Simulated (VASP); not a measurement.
These are G0W0 on PBE orbitals, VASP's PBE PAW potentials (set 64) (plane waves; VASP 6.6.1) values and carry that method's errors.

VASP ran on this input.

**POSCAR**
```
Li2S
1
    0.0000000000     2.8600000000     2.8600000000
    2.8600000000     0.0000000000     2.8600000000
    2.8600000000     2.8600000000     0.0000000000
Li S
2 1
Direct
  0.2500000000   0.2500000000   0.2500000000
  0.7500000000   0.7500000000   0.7500000000
  0.0000000000   0.0000000000   0.0000000000
```

**KPOINTS**
```
Automatic mesh
0
Gamma
4 4 4
0 0 0
```

### INCAR
```
! general
SYSTEM      = Li2S
PREC        = Normal
ENCUT       = 500   ! plane-wave cut-off (eV)
LREAL       = F   ! projection in real space or not
LASPH       = T   ! aspherical one-centre terms
NBANDS      = 192

! electronic loop
ALGO        = EVGW0

! smearing
ISMEAR      = 0   ! Gaussian
SIGMA       = 0.01   ! width (eV)

! functional
GGA         = PE

! output
LWAVE       = T
LCHARG      = F

! other
ENCUTGW     = 180
NELMGW      = 1
NOMEGA      = 64
NBANDSGW    = 16
LSPECTRALGW = T
```

POTCAR, in this order: Li_sv_GW S_GW (PBE.64 set). Program: vasp_std. Read from the step before: W*.

Output

**OSZICAR**
```
energies w=
    0.000    0.000    1.110    0.000    2.217    0.000    3.320    0.000
    4.417    0.000    5.504    0.000    6.581    0.000    7.647    0.000
    8.700    0.000    9.740    0.000   10.766    0.000   11.778    0.000
   12.777    0.000   13.763    0.000   14.737    0.000   15.699    0.000
   16.651    0.000   17.593    0.000   18.528    0.000   19.457    0.000
   20.381    0.000   21.302    0.000   22.222    0.000   23.143    0.000
   24.066    0.000   24.994    0.000   25.929    0.000   26.874    0.000
   27.831    0.000   28.802    0.000   29.790    0.000   30.800    0.000
   31.833    0.000   32.894    0.000   33.987    0.000   35.116    0.000
   36.286    0.000   37.503    0.000   38.774    0.000   40.105    0.000
   41.504    0.000   42.981    0.000   44.546    0.000   46.212    0.000
   47.994    0.000   49.908    0.000   51.975    0.000   54.218    0.000
   56.667    0.000   59.357    0.000   62.330    0.000   65.640    0.000
   69.354    0.000   73.555    0.000   78.353    0.000   83.890    0.000
   90.356    0.000   98.011    0.000  107.216    0.000  118.497    0.000
  132.638    0.000  150.872    0.000  175.255    0.000  209.479    0.000
NQ=   1    0.0000    0.0000    0.0000,
 performed        192000 updates of chi_q(r,r)
NQ=   2    0.2500    0.0000    0.0000,
 performed        605000 updates of chi_q(r,r)
NQ=   3    0.5000    0.0000    0.0000,
 performed        907000 updates of chi_q(r,r)
NQ=   4    0.2500    0.2500    0.0000,
 performed       1277000 updates of chi_q(r,r)
NQ=   5    0.5000    0.2500    0.0000,
 performed       1788000 updates of chi_q(r,r)
NQ=   6   -0.2500    0.2500    0.0000,
 performed       2238000 updates of chi_q(r,r)
NQ=   7    0.5000    0.5000    0.0000,
 performed       2516000 updates of chi_q(r,r)
NQ=   8   -0.2500    0.5000    0.2500,
 performed       2892000 updates of chi_q(r,r)
 resolving degeneracies of screened two electron integrals
```

**OUTCAR**
```


 k-point   1 :       0.0000    0.0000    0.0000
  band No.  KS-energies  QP-energies   sigma(KS)   V_xc(KS)     V^pw_x(r,r')   Z            occupation Imag(sigma)

      1     -43.1660     -50.8220     -37.8442     -27.5714     -43.3053       0.7453       2.0000       0.2515
      2     -43.1262     -50.9722     -37.9148     -27.6473     -43.3777       0.7642       2.0000       0.2485
      3      -9.9694     -11.0924     -14.7747     -13.2223     -21.1963       0.7234       2.0000       1.5699
      4       1.0244      -0.2748     -14.5724     -12.8816     -16.0747       0.7684       2.0000       0.1364
      5       1.0244      -0.2748     -14.5724     -12.8816     -16.0747       0.7684       2.0000       0.1364
      6       1.0244      -0.2748     -14.5724     -12.8816     -16.0747       0.7684       2.0000       0.1364
      7       5.2268       5.6502      -8.0092      -8.5402      -4.4209       0.7973       0.0000      -0.1431
      8       7.2316       7.9953      -7.6575      -8.6130      -3.9546       0.7993       0.0000      -0.1464
      9       7.2316       7.9953      -7.6575      -8.6130      -3.9546       0.7993       0.0000      -0.1464
     10       7.2316       7.9953      -7.6575      -8.6130      -3.9546       0.7993       0.0000      -0.1464
     11      12.1017      12.9273      -8.4714      -9.5350      -4.0513       0.7762       0.0000      -0.2830
     12      12.1017      12.9273      -8.4714      -9.5350      -4.0513       0.7762       0.0000      -0.2830
     13      13.3928      13.7659      -6.4660      -6.9471      -1.6613       0.7754       0.0000      -0.4840
     14      13.3928      13.7659      -6.4660      -6.9471      -1.6613       0.7754       0.0000      -0.4840
     15      13.3928      13.7659      -6.4660      -6.9471      -1.6613       0.7754       0.0000      -0.4840
     16      17.9943      18.5340      -9.1869      -9.8838      -3.7100       0.7744       0.0000      -0.8395

 k-point   2 :       0.2500    0.0000    0.0000
  band No.  KS-energies  QP-energies   sigma(KS)   V_xc(KS)     V^pw_x(r,r')   Z            occupation Imag(sigma)

      1     -43.1568     -50.8382     -37.8510     -27.5785     -43.3121       0.7478       2.0000       0.2512
      2     -43.1302     -50.9705     -37.9020     -27.6345     -43.3648       0.7636       2.0000       0.2487
      3      -9.7719     -10.8387     -14.8373     -13.3478     -21.2150       0.7162       2.0000       1.5038
      4      -0.6413      -2.0702     -13.2987     -11.4115     -15.1794       0.7572       2.0000       0.1786
      5       0.7512      -0.5626     -14.3451     -12.6264     -15.9043       0.7644       2.0000       0.1414
      6       0.7512      -0.5626     -14.3451     -12.6264     -15.9043       0.7644       2.0000       0.1414
      7       6.3330       6.8594      -8.1753      -8.8381      -4.4463       0.7943       0.0000      -0.1543
      8       7.7855       8.5344      -7.7000      -8.6413      -3.8991       0.7956       0.0000      -0.1572
      9       7.7855       8.5344      -7.7000      -8.6413      -3.8991       0.7956       0.0000      -0.1572
     10       8.3886       9.0863      -8.6075      -9.5018      -4.6111       0.7802       0.0000      -0.1850
     11      10.8091      11.4880      -7.7116      -8.5820      -3.4008       0.7800       0.0000      -0.2557
     12      10.8091      11.4880      -7.7116      -8.5820      -3.4008       0.7800       0.0000      -0.2557
     13      13.9416      14.3020      -7.2262      -7.6874      -2.3809       0.7813       0.0000      -0.5446
     14      17.1575      17.9286      -8.0196      -9.0014      -2.7252       0.7853       0.0000      -0.7197
     15      17.1575      17.9286      -8.0196      -9.0014      -2.7252       0.7853       0.0000      -0.7197
     16      17.5789      18.4602      -8.5602      -9.7001      -3.0854       0.7731       0.0000      -0.7070

 k-point   3 :       0.5000    0.0000    0.0000
  band No.  KS-energies  QP-energies   sigma(KS)   V_xc(KS)     V^pw_x(r,r')   Z            occupation Imag(sigma)

      1     -43.1434     -50.8880     -37.8764     -27.6077     -43.3391       0.7542       2.0000       0.2501
      2     -43.1434     -50.8880     -37.8764     -27.6077     -43.3391       0.7542       2.0000       0.2501
      3      -9.5469     -10.5575     -14.9462     -13.5200     -21.2623       0.7086       2.0000       1.4294
      4      -1.8145      -3.3475     -12.7900     -10.7311     -15.0907       0.7446       2.0000       0.2355
      5       0.5254      -0.8116     -14.2183     -12.4671     -15.8457       0.7635       2.0000       0.1473
      6       0.5254      -0.8116     -14.2183     -12.4671     -15.8457       0.7635       2.0000       0.1473
      7       7.0577       7.6864      -8.3729      -9.1644      -4.5668       0.7943       0.0000      -0.1576
      8       7.5771       8.2624      -7.4162      -8.2734      -3.6898       0.7994       0.0000      -0.1551
      9       7.5771       8.2624      -7.4162      -8.2734      -3.6898       0.7994       0.0000      -0.1551
     10       9.3796       9.8087      -8.1405      -8.7038      -3.7831       0.7616       0.0000      -0.2685
     11      13.7394      14.3200      -7.8059      -8.5734      -2.6655       0.7565       0.0000      -0.4803
     12      13.7394      14.3200      -7.8059      -8.5734      -2.6655       0.7565       0.0000      -0.4803
     13      13.8986      14.8476      -9.0989     -10.3282      -4.2422       0.7719       0.0000      -0.4040
     14      13.8986      14.8476      -9.0989     -10.3282      -4.2422       0.7719       0.0000      -0.4040
     15      14.6785      15.6650      -8.9823     -10.2663      -3.8753       0.7682       0.0000      -0.4540
     16      15.5909      16.0918      -8.7678      -9.4214      -3.4552       0.7663       0.0000      -0.6779

 k-point   4 :       0.2500    0.2500    0.0000
  band No.  KS-energies  QP-energies   sigma(KS)   V_xc(KS)     V^pw_x(r,r')   Z            occupation Imag(sigma)

      1     -43.1561     -50.8531     -37.8529     -27.5808     -43.3144       0.7493       2.0000       0.2515
      2     -43.1308     -50.9436     -37.9001     -27.6330     -43.3629       0.7610       2.0000       0.2486
      3      -9.7099     -10.7537     -14.8524     -13.3829     -21.2157       0.7104       2.0000       1.4835
      4      -0.2923      -1.7056     -13.7072     -11.8430     -15.5088       0.7581       2.0000       0.1668
      5       0.2279      -1.1249     -13.8612     -12.0878     -15.5324       0.7629       2.0000       0.1534
      6       0.2279      -1.1249     -13.8612     -12.0878     -15.5324       0.7629       2.0000       0.1534
      7       5.8041       6.2550      -7.5257      -8.0896      -3.9691       0.7995       0.0000      -0.1454
      8       7.6289       8.3671      -8.0782      -9.0042      -4.3331       0.7971       0.0000      -0.1523
      9       8.9399       9.7360      -8.3335      -9.3514      -4.2441       0.7821       0.0000      -0.1874
     10       8.9399       9.7360      -8.3335      -9.3514      -4.2441       0.7821       0.0000      -0.1874
     11       9.9026      10.5348      -8.5340      -9.3509      -4.2556       0.7740       0.0000      -0.2367
     12      13.0574      13.9089      -8.6818      -9.7835      -4.0400       0.7729       0.0000      -0.3494
     13      15.4684      15.9349      -6.6722      -7.2663      -1.6883       0.7853       0.0000      -0.6245
     14      15.4684      15.9349      -6.6722      -7.2663      -1.6883       0.7853       0.0000      -0.6245
     15      17.1183      17.5976      -7.1040      -7.6992      -2.1526       0.8054       0.0000      -0.7873
     16      17.9504      18.8458      -9.0964     -10.2435      -3.4257       0.7806       0.0000      -0.8917

 k-point   5 :       0.5000    0.2500    0.0000
  band No.  KS-energies  QP-energies   sigma(KS)   V_xc(KS)     V^pw_x(r,r')   Z            occupation Imag(sigma)

      1     -43.1479     -50.8927     -37.8686     -27.5993     -43.3315       0.7542       2.0000       0.2509
      2     -43.1384     -50.9275     -37.8839     -27.6166     -43.3468       0.7586       2.0000       0.2494
      3      -9.4869     -10.4867     -14.9590     -13.5508     -21.2594       0.7100       2.0000       1.4080
      4      -1.3274      -2.8262     -13.0345     -11.0417     -15.1660       0.7521       2.0000       0.2092
      5      -0.2651      -1.6737     -13.6949     -11.8393     -15.5135       0.7591       2.0000       0.1679
      6       0.0269      -1.3476     -13.7755     -11.9727     -15.5117       0.7624       2.0000       0.1594
      7       5.9510       6.4125      -7.3852      -7.9618      -3.8819       0.8004       0.0000      -0.1434
      8       8.8228       9.5183      -8.8712      -9.7628      -4.8457       0.7801       0.0000      -0.1898
      9       9.2142       9.9497      -8.2009      -9.1413      -4.0170       0.7822       0.0000      -0.2015
     10       9.3148      10.0501      -8.0416      -8.9811      -3.9207       0.7826       0.0000      -0.2011
     11      11.9881      12.5974      -8.6756      -9.4820      -3.8023       0.7556       0.0000      -0.3814
     12      13.3681      14.1836      -8.5066      -9.5762      -3.5933       0.7624       0.0000      -0.3939
     13      14.2275      15.1883      -8.8530     -10.1039      -3.8425       0.7681       0.0000      -0.4264
     14      15.0484      15.8757      -8.8456      -9.9226      -3.6366       0.7682       0.0000      -0.5483
     15      16.3212      16.8660      -7.7431      -8.4418      -2.5602       0.7797       0.0000      -0.6908
     16      17.8946      18.7628      -8.4522      -9.5733      -2.9267       0.7744       0.0000      -0.7797

 k-point   6 :      -0.2500    0.2500    0.0000
  band No.  KS-energies  QP-energies   sigma(KS)   V_xc(KS)     V^pw_x(r,r')   Z            occupation Imag(sigma)

      1     -43.1506     -50.8525     -37.8658     -27.5962     -43.3284       0.7500       2.0000       0.2509
      2     -43.1360     -50.9436     -37.8870     -27.6190     -43.3497       0.7604       2.0000       0.2494
      3      -9.5578     -10.5669     -14.9293     -13.5009     -21.2499       0.7064       2.0000       1.4313
      4      -1.2062      -2.6844     -12.9872     -11.0263     -15.0539       0.7538       2.0000       0.2022
      5      -0.3288      -1.7404     -13.6409     -11.7763     -15.4788       0.7571       2.0000       0.1703
...
```
(Selected blocks of OUTCAR.)

The mesh is coarse and the basis finite, so the quasiparticle values are not converged.

The compound is Li2S in the antifluorite structure. The cell was not relaxed at this level. The k-mesh is coarse (spacing up to 0.48 per Å, 2π included), so the numbers may not be converged in it.
